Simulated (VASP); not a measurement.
# A VASP study of NaCl (PBEsol): structure first, properties next, part 2 of 4

Aim: relax NaCl, then compute properties on the relaxed cell. The start is a cell from a database of measured crystal structures.

VASP 6.6.1; PBEsol; plane waves and PAW (Na_pv, Cl).

So far, gap on the k-mesh (eV): step 2 (full relaxation (PBEsol)) 5.01; step 3 (second relaxation) 5.02. The relaxed cell has a = 5.595 Å (conventional setting).

The database entry behind the starting cell differs from later determinations by our own check (an axis about 0.4 % short against later determinations), so it need not match the best structure at ambient conditions.

## (4) Density, ELF and potential (PBEsol)

A single point on the relaxed cell gives a clean self-consistent state, with density, ELF and potential written out.

INCAR reads:

```
SYSTEM = NaCl
PREC = Accurate
ENCUT = 400
EDIFF = 1E-06
NELM = 100
ISMEAR = 0
SIGMA = 0.05
LREAL = .FALSE.
ALGO = Normal
GGA = PS
NBANDS = 13
LORBIT = 11
LWAVE = .FALSE.
LCHARG = .TRUE.
ISIF = 2
LELF = .TRUE.
LVHAR = .TRUE.
```

POSCAR reads:

```
NaCl
1.0
    0.0000000000      2.7974399408      2.7974399408
    2.7974399408      0.0000000000      2.7974399408
    2.7974399408      2.7974399408      0.0000000000
Na Cl
1 1
Direct
    0.0000000000      0.0000000000      0.0000000000
    0.5000000000      0.5000000000      0.5000000000
```

KPOINTS reads:

```
Automatic mesh
0
Gamma
7 7 7
0 0 0
```

PAW data sets: Na_pv and Cl (PBE family, release 64).

On the command line:

```bash
$ mpirun -np 2 vasp_std
```

What it wrote:

```text
[banner, memory and clock lines left out]
running    2 mpi-ranks, on    1 nodes
 distrk:  each k-point on    2 cores,    1 groups
 distr:  one band on    1 cores,    2 groups

 POSCAR found type information on POSCAR NaCl
 POSCAR found :  2 types and       2 ions
 [... a notice as in an earlier step ...]

 LDA part: xc-table for (Slater+PW92), standard interpolation
|                                                                             |
|           W    W    AA    RRRRR   N    N  II  N    N   GGGG   !!!           |
|           W    W   A  A   R    R  NN   N  II  NN   N  G    G  !!!           |
|           W    W  A    A  R    R  N N  N  II  N N  N  G       !!!           |
|           W WW W  AAAAAA  RRRRR   N  N N  II  N  N N  G  GGG   !            |
|           WW  WW  A    A  R   R   N   NN  II  N   NN  G    G                |
|           W    W  A    A  R    R  N    N  II  N    N   GGGG   !!!           |
|                                                                             |
|     The number of bands has been changed from the values supplied in        |
|     The orbitals not found in the WAVECAR file will be initialized with     |
|     random numbers, which is usually adequate. For correlated               |
|     calculations, however, you should redo the groundstate calculation.     |
|     I found NBANDS = 13. Now, NBANDS = 14.                                  |
|                                                                             |

 POSCAR, INCAR and KPOINTS ok, starting setup
 FFT: planning ... GRIDC
 FFT: planning ... GRID_SOFT
 FFT: planning ... GRID
 WAVECAR not read
 entering main loop
       N       E                     dE             d eps       ncg     rms          rms(c)
DAV:   1     0.901004847994E+02    0.90100E+02   -0.61441E+03   560   0.843E+02
DAV:   2    -0.447391741418E+00   -0.90548E+02   -0.84261E+02   634   0.250E+02
DAV:   3    -0.705612692673E+01   -0.66087E+01   -0.65749E+01   722   0.638E+01
DAV:   4    -0.715621628652E+01   -0.10009E+00   -0.10006E+00   668   0.866E+00
DAV:   5    -0.715852854137E+01   -0.23123E-02   -0.23122E-02   718   0.130E+00    0.189E+00
DAV:   6    -0.700503922913E+01    0.15349E+00   -0.24666E-01   718   0.348E+00    0.135E+00
DAV:   7    -0.699462574177E+01    0.10413E-01   -0.61579E-02   760   0.163E+00    0.925E-01
DAV:   8    -0.699805100798E+01   -0.34253E-02   -0.75887E-03   620   0.791E-01    0.287E-01
DAV:   9    -0.699793310405E+01    0.11790E-03   -0.20906E-04   698   0.109E-01    0.166E-01
DAV:  10    -0.699796910239E+01   -0.35998E-04   -0.24540E-04   656   0.994E-02    0.501E-02
DAV:  11    -0.699796128146E+01    0.78209E-05   -0.15502E-05   734   0.302E-02    0.156E-02
DAV:  12    -0.699796079484E+01    0.48663E-06   -0.25865E-06   632   0.104E-02
   1 F= -.69979608E+01 E0= -.69979608E+01  d E =-.717269E-17
```

Run time: 9.8 s. Hardware: 2 MPI ranks of AMD EPYC 7R43, shared host; peak memory 0.18 GiB; 18 s of CPU time.

Parts of OUTCAR (step 4):

```text
  LATTYP: Found a face centered cubic cell.
 ALAT       =     5.5948798816

The static configuration has the point symmetry O_h .

 Found     20 irreducible k-points:

   k-points           NKPTS =     20   k-points in BZ     NKDIM =     20   number of bands    NBANDS=     14

   ENCUT  =  400.0 eV  29.40 Ry    5.42 a.u.   6.45  6.45  6.45*2*pi/ulx,y,z

   NELECT =      14.0000    total number of electrons

 E-fermi :  -0.3640

 k-point     1 :       0.0000    0.0000    0.0000
  band No.  band energies     occupation
    ...
      3     -21.2491      2.00000
      4     -13.3450      2.00000
      5      -0.6432      2.00000
      6      -0.6432      2.00000
      7      -0.6432      2.00000
      8       4.3762      0.00000
      9      10.3762      0.00000
     10      10.3762      0.00000
     11      10.3762      0.00000
     12      12.6299      0.00000
    ...

 k-point     2 :       0.1429    0.0000    0.0000
  band No.  band energies     occupation
    ...
      3     -21.2493      2.00000
      4     -13.2784      2.00000
      5      -1.1418      2.00000
      6      -0.6993      2.00000
      7      -0.6993      2.00000
      8       5.0252      0.00000
      9       9.6983      0.00000
     10      10.6211      0.00000
     11      10.6211      0.00000
     12      12.3280      0.00000
    ...

  Total       -0.0125226     -0.0125226     -0.0125226      0.0000000     -0.0000000      0.0000000
  in kB       -0.4582405     -0.4582405     -0.4582405      0.0000000     -0.0000000      0.0000000
  external PRESSURE =      -0.4582405 kB  Pullay stress =       0.0000000 kB

  energy-cutoff  :      400.00
  volume of cell :       43.78
      direct lattice vectors                 reciprocal lattice vectors
     0.000000000  2.797439941  2.797439941    -0.178734847  0.178734847  0.178734847
     2.797439941  0.000000000  2.797439941     0.178734847 -0.178734847  0.178734847
     2.797439941  2.797439941  0.000000000     0.178734847  0.178734847 -0.178734847

 POSITION                                       TOTAL-FORCE (eV/Angst)
 -----------------------------------------------------------------------------------
      0.00000      0.00000      0.00000        -0.000000      0.000000      0.000000
      2.79744      2.79744      2.79744         0.000000     -0.000000     -0.000000
 -----------------------------------------------------------------------------------
    total drift:                                0.000000      0.000000      0.000000

  FREE ENERGIE OF THE ION-ELECTRON SYSTEM (eV)
  ---------------------------------------------------
  free  energy   TOTEN  =        -6.9979607948 eV

  energy  without entropy=       -6.9979607948  energy(sigma->0) =       -6.99796079

[... 5 parts as in an earlier step ...]

[... 5 further parts left out ...]
```

Numbers from this step:

| Item | Value |
| --- | --- |
| SCF cycles | 12 |
| bands | 14 |
| Fermi energy | -0.364 eV |
| pressure | -0.04582 GPa |
| gap on the k-mesh | 5.019 eV |
| least direct gap on the k-mesh | 5.019 eV |

Valence electrons inside each PAW sphere by angular momentum. Sphere charges, by row:

```
atom  s (e)  p (e)  d (e)  tot (e)
 Na1  0.045  5.983      0    6.028
 Cl2  1.578  3.556      0    5.134
```

Valence density in the ac plane of the conventional cell at fractional y = 0.000, with atoms of Na and Cl within 0.2 Å of it. It is the smooth field of the valence electrons, not physical close to the nuclei.

Ten steps, logarithmic in the rise over the least value, from '_' (0 e/Å³) to '@' (10 e/Å³), each cell a mean:
```
@@##::__::==**++++++--....++%%
**--____..--++++++==::____::++
..________::------::..______..
....________......__________..
----..________..________..::--
++++--..____--++++..____::==++
++**==::__::##@@%%++__..--++++
==**==::..--%%@@@@++....--++++
**++==::__..**%%##--__..--++**
++==::..____..--::______::--==
::::..________..__________..::
..________..::::::..__________
--..____..::======--..______::
##++..__::==++****++--..__--##
@@##--..::++**==++++--....**@@
```
Columns run along a (5.6 Å), rows up along c (5.6 Å), edges of the conventional cell, whose origin can differ from the input's. Atoms in or near the plane, at fractional coordinates: Na at (0.00, 0.00), Na at (0.50, 0.50), Cl at (0.50, 0.00), Cl at (0.00, 0.50).

ELF in the ac plane of the conventional cell at fractional y = 0.000, with atoms of Na and Cl within 0.2 Å of it. It is the smooth field of the valence electrons, not physical close to the nuclei.

Ten even steps from '_' (0.02) to '@' (0.87), each cell a mean:
```
__::....##@@@@**%%@@@@==__::..
::::__..**@@@@@@@@@@%%--__..::
________--##@@@@@@%%++..______
==--::____::======--..__..--==
@@%%##--______________..++%%@@
@@@@@@**____::::::..__--%%@@@@
##@@@@##....::....::__==@@@@%%
++%%@@##....::__..::__==@@@@**
%%@@@@##..__::::::::__==@@@@@@
@@@@%%==______....____::##@@@@
%%##++..____......______--**##
....____..==######**--____....
..______++%%@@@@@@@@##::____..
::::__..##@@@@%%@@@@%%--__::::
__::....%%@@%%++##@@@@==__::__
```
Columns run along a (5.6 Å), rows up along c (5.6 Å), edges of the conventional cell, whose origin can differ from the input's. Atoms in or near the plane, at fractional coordinates: Na at (0.00, 0.00), Na at (0.50, 0.50), Cl at (0.50, 0.00), Cl at (0.00, 0.50).

Electrostatic potential energy in the ac plane of the conventional cell at fractional y = 0.000, with atoms of Na and Cl within 0.2 Å of it. With pseudopotentials it is smooth inside the atoms' cores, unlike the true potential.

Values in eV, 15 rows by 15 columns, each cell a mean:
```
-22 -16  -3   3   3 -10 -59 -83 -76 -30   1   4   1 -11 -20
-12  -7   1   4   5   1 -19 -41 -31  -6   4   5   3  -3 -11
  0   2   4   5   6   5   2  -1   0   4   5   6   5   3   1
  4   4   5   6   6   5   4   4   4   5   6   6   6   5   4
  0   3   5   6   5   4   2   1   2   3   5   6   5   4   1
-37 -16   1   5   4   1  -7 -12 -10  -2   3   5   4  -6 -30
-82 -55  -8   4   3  -4 -16 -22 -19 -10   2   4   0 -31 -76
-86 -66 -12   3   3  -6 -18 -25 -22 -12   1   4  -1 -41 -83
-68 -38  -3   4   4  -2 -12 -18 -16  -7   2   4   2 -19 -59
-14  -4   3   5   5   3  -2  -6  -4   1   4   5   5   1 -10
  3   4   5   6   6   5   4   3   3   4   5   6   6   5   3
  3   4   5   6   6   5   4   3   4   5   6   6   5   4   3
 -5  -1   3   5   5   3  -3 -12  -8   1   5   5   4   1  -3
-17 -11  -1   4   4  -4 -38 -66 -55 -16   3   4   2  -7 -16
-24 -17  -5   3   3 -14 -68 -86 -82 -37   0   4   0 -12 -22
```
Columns run along a (5.6 Å; values clipped at the 3rd and 97th percentile), rows up along c (5.6 Å), edges of the conventional cell, whose origin can differ from the input's. Atoms in or near the plane, at fractional coordinates: Na at (0.00, 0.00), Na at (0.50, 0.50), Cl at (0.50, 0.00), Cl at (0.00, 0.50).

In this run the pressure is -0.05 GPa, small enough to go on.

## (5) Bands along the symmetry lines (PBEsol)

The mesh alone shows little of the dispersion and can miss band extrema, so KPOINTS_OPT adds a path through the symmetry points after the self-consistent cycle.

INCAR reads:

```
SYSTEM = NaCl
PREC = Accurate
ENCUT = 400
EDIFF = 1E-06
NELM = 100
ISMEAR = 0
SIGMA = 0.05
LREAL = .FALSE.
ALGO = Normal
GGA = PS
NBANDS = 19
LORBIT = 11
LWAVE = .FALSE.
LCHARG = .FALSE.
KPAR = 2
```

POSCAR is that of step 4.

KPOINTS is that of step 4.

KPOINTS_OPT reads:

```
Line mode
16
Line-mode
Reciprocal
  0.00000000   0.00000000   0.00000000 GAMMA
  0.50000000   0.00000000   0.50000000 X

  0.50000000   0.00000000   0.50000000 X
  0.50000000   0.25000000   0.75000000 W

  0.50000000   0.25000000   0.75000000 W
  0.37500000   0.37500000   0.75000000 K

  0.37500000   0.37500000   0.75000000 K
  0.00000000   0.00000000   0.00000000 GAMMA

  0.00000000   0.00000000   0.00000000 GAMMA
  0.50000000   0.50000000   0.50000000 L

  0.50000000   0.50000000   0.50000000 L
  0.62500000   0.25000000   0.62500000 U

  0.62500000   0.25000000   0.62500000 U
  0.50000000   0.25000000   0.75000000 W

  0.50000000   0.25000000   0.75000000 W
  0.50000000   0.50000000   0.50000000 L

  0.50000000   0.50000000   0.50000000 L
  0.37500000   0.37500000   0.75000000 K

  0.62500000   0.25000000   0.62500000 U
  0.50000000   0.00000000   0.50000000 X
```

On the command line:

```bash
$ mpirun -np 2 vasp_std
```

What it wrote:

```text
[... set-up lines as in an earlier step ...]
 entering main loop
       N       E                     dE             d eps       ncg     rms          rms(c)
DAV:   1     0.100516063872E+03    0.10052E+03   -0.53858E+03   786   0.620E+02
DAV:   2     0.586879651282E+00   -0.99929E+02   -0.90315E+02   871   0.215E+02
DAV:   3    -0.706085388575E+01   -0.76477E+01   -0.75873E+01   900   0.567E+01
DAV:   4    -0.715723500429E+01   -0.96381E-01   -0.96318E-01   934   0.654E+00
DAV:   5    -0.715857947456E+01   -0.13445E-02   -0.13444E-02   895   0.810E-01    0.189E+00
DAV:   6    -0.700475334090E+01    0.15383E+00   -0.16363E-01  1001   0.257E+00    0.132E+00
DAV:   7    -0.699469442793E+01    0.10059E-01   -0.48253E-02  1013   0.122E+00    0.947E-01
DAV:   8    -0.699817370549E+01   -0.34793E-02   -0.80009E-03   826   0.608E-01    0.375E-01
DAV:   9    -0.699795108118E+01    0.22262E-03   -0.31553E-04   853   0.100E-01    0.176E-01
DAV:  10    -0.699796052398E+01   -0.94428E-05   -0.12809E-04   910   0.602E-02    0.189E-02
DAV:  11    -0.699796082008E+01   -0.29610E-06   -0.35878E-06   883   0.131E-02
   1 F= -.69979608E+01 E0= -.69979608E+01  d E =-.199393E-21
 Start KPOINTS_OPT (optional k-point list driver)
k-point batch [1-20\160]
       N       E                     dE             ncg
DAV:   1    -0.115120605335E+04   -0.65594E+04      771
DAV:   2    -0.309088646382E+04   -0.19397E+04      874
DAV:   3    -0.322743118347E+04   -0.13654E+03      915
DAV:   4    -0.322908284564E+04   -0.16517E+01      921
DAV:   5    -0.322910685275E+04   -0.24007E-01      934
DAV:   6    -0.322910745009E+04   -0.59734E-03      939
DAV:   7    -0.322910746872E+04   -0.18625E-04      917
DAV:   8    -0.322910746926E+04   -0.54073E-06      710
[...]
k-point batch [141-160\160]
       N       E                     dE             ncg
DAV:   1    -0.120493233180E+04   -0.10082E+05      776
DAV:   2    -0.313516453034E+04   -0.19302E+04      872
DAV:   3    -0.326919878765E+04   -0.13403E+03     1001
DAV:   4    -0.327090493538E+04   -0.17061E+01      881
DAV:   5    -0.327092880658E+04   -0.23871E-01      906
DAV:   6    -0.327092938963E+04   -0.58305E-03      931
DAV:   7    -0.327092940722E+04   -0.17591E-04      922
DAV:   8    -0.327092940771E+04   -0.48474E-06      698
```

Run time: 43 s. Hardware: 2 MPI ranks; peak memory 0.25 GiB.

From OUTCAR (step 5):

```text
   k-points           NKPTS =     20   k-points in BZ     NKDIM =     20   number of bands    NBANDS=     19

   NELECT =      14.0000    total number of electrons

 E-fermi :  -0.3202

 k-point     1 :       0.0000    0.0000    0.0000
  band No.  band energies     occupation
    ...
      3     -21.2494      2.00000
      4     -13.3448      2.00000
      5      -0.6430      2.00000
      6      -0.6430      2.00000
      7      -0.6430      2.00000
      8       4.3757      0.00000
      9      10.3760      0.00000
     10      10.3760      0.00000
     11      10.3760      0.00000
     12      12.6299      0.00000
    ...

  Total       -0.0134253     -0.0134253     -0.0134253      0.0000000      0.0000000      0.0000000
  in kB       -0.4912727     -0.4912727     -0.4912727      0.0000000      0.0000000      0.0000000
  external PRESSURE =      -0.4912727 kB  Pullay stress =       0.0000000 kB

 POSITION                                       TOTAL-FORCE (eV/Angst)
 -----------------------------------------------------------------------------------
      0.00000      0.00000      0.00000         0.000000      0.000000     -0.000000
      2.79744      2.79744      2.79744        -0.000000     -0.000000      0.000000
 -----------------------------------------------------------------------------------
    total drift:                                0.000000      0.000000      0.000000

  FREE ENERGIE OF THE ION-ELECTRON SYSTEM (eV)
  ---------------------------------------------------
  free  energy   TOTEN  =        -6.9979608201 eV

  energy  without entropy=       -6.9979608201  energy(sigma->0) =       -6.99796082

[... 8 parts as in an earlier step ...]

[... 8 further parts left out ...]
```

This step gave:

* SCF cycles: 11
* bands: 19
* Fermi energy: -0.3202 eV
* pressure: -0.04913 GPa
* least gap on mesh and path: 5.019 eV
* least direct gap on mesh and path: 5.019 eV

The electronic bands at the labelled points (eV, zero at the valence-band top; v1 is the highest filled band, c1 the lowest empty one):

```
          point     v3     v2     v1    c1     c2     c3     c4
              Γ   0.00   0.00   0.00  5.02  11.02  11.02  11.02
0.47 of the way  -1.05  -0.30  -0.30  6.88   9.08  10.97  12.26
              X  -1.77  -0.63  -0.63  7.50   7.87  11.30  14.83
0.47 of the way  -1.65  -0.81  -0.71  7.97   8.32  10.86  12.91
              W  -1.27  -1.27  -0.80  8.85   9.59   9.59  11.34
0.47 of the way  -1.43  -1.18  -0.67  8.54   9.07  10.18  11.86
              K  -1.50  -1.19  -0.53  8.15   8.97  10.50  12.80
0.53 of the way  -1.22  -0.44  -0.15  7.02   9.59  10.89  11.94
              Γ   0.00   0.00   0.00  5.02  11.02  11.02  11.02
0.53 of the way  -1.27  -0.16  -0.16  6.62   9.90  11.30  11.30
              L  -2.05  -0.28  -0.28  7.12  10.69  10.92  10.92
0.47 of the way  -1.85  -0.68  -0.37  7.85   9.85  10.40  11.49
              U  -1.50  -1.19  -0.53  8.15   8.97  10.50  12.80
0.47 of the way  -1.45  -1.18  -0.65  8.46   9.04  10.25  11.99
              W  -1.27  -1.27  -0.80  8.85   9.59   9.59  11.34
0.47 of the way  -1.72  -0.87  -0.46  8.32   9.47  10.13  11.78
              L  -2.05  -0.28  -0.28  7.12  10.69  10.92  10.92
0.47 of the way  -1.85  -0.68  -0.37  7.85   9.85  10.40  11.49
              K  -1.50  -1.19  -0.53  8.15   8.97  10.50  12.80
      jump to U  -1.50  -1.19  -0.53  8.15   8.97  10.50  12.80
0.47 of the way  -1.69  -0.83  -0.60  7.75   8.21  11.02  13.72
              X  -1.77  -0.63  -0.63  7.50   7.87  11.30  14.83
```

Of the projections kept (Na, Cl), the largest for each band there; the rest of the weight can lie on other orbitals:

```
point       v3       v2       v1       c1       c2       c3       c4
    Γ  Cl 0.99  Cl 0.99  Cl 0.99  Na 0.52        -        -        -
    X  Cl 0.96  Cl 0.98  Cl 0.98  Na 0.91        -  Cl 0.81  Na 0.52
    W  Cl 0.97  Cl 0.97  Cl 0.97  Na 0.75  Cl 0.85  Cl 0.85  Na 0.75
    K  Cl 0.96  Cl 0.96  Cl 0.99  Na 0.89  Na 0.50  Cl 0.82  Na 0.72
    Γ  Cl 0.99  Cl 0.99  Cl 0.99  Na 0.52        -        -        -
    L  Cl 0.93  Cl 1.00  Cl 1.00  Na 0.54  Cl 0.67  Na 1.00  Na 1.00
```

The electronic bands as a text plot (rows in eV, shown from -2.0 to 11.0 only):

```
   10.7 |+   +++   +         +   +++    ++++   +      +++++   +
   10.2 | ++        ++ ++++ +   +   ++ ++  ++++ ++   +++  ++++
    9.7 |   +         +   ++++++      +     ++    ++++     +
    9.1 |            + +++                    +++++++       ++
    8.6 |    ++     ++++ +++                    ++  +       + +
    8.0 |      +++++    +   +               ++++     +     + ++++
    7.5 |    ++++++          +             +          ++ ++    ++
    6.9 |                              ++++             +
    6.4 |   +                 ++     ++
    5.8 |  +                        +
    5.3 |++                     ++ +
    4.8 |                         +
    4.2 |
    3.7 |
    3.1 |
    2.6 |
    2.0 |
    1.5 |
    0.9 |
    0.4 |
   -0.1 |*****             ******************         ******
   -0.7 |  ** ************* ** *    **     ************   *******
   -1.2 |    **     ******** **       *      ********       ***
   -1.8 |      ******      **          *******      ********* ***
         Γ       X    W  K        Γ      L     U  W     L   K|U X
```

The path finds the gap of the mesh within 0.02 eV, so the mesh comes close to both band edges.

[end of part 2 of 4]

[Lines on the potential files, build, host, timing and source positions are cut from VASP's logs without a mark.]

[Logs are printed without paths, hosts, clocks, repeated set-up lines and the standing remarks that a program may print on its own settings, such as how far it seeks lower states.]

[Hosts, paths, dates, database ids (printed as entryN), source tags and the programs' standing remarks are cut or masked in the printed files.]

[A measured line is paired with the nearest computed mode of its activity, which favours agreement.]
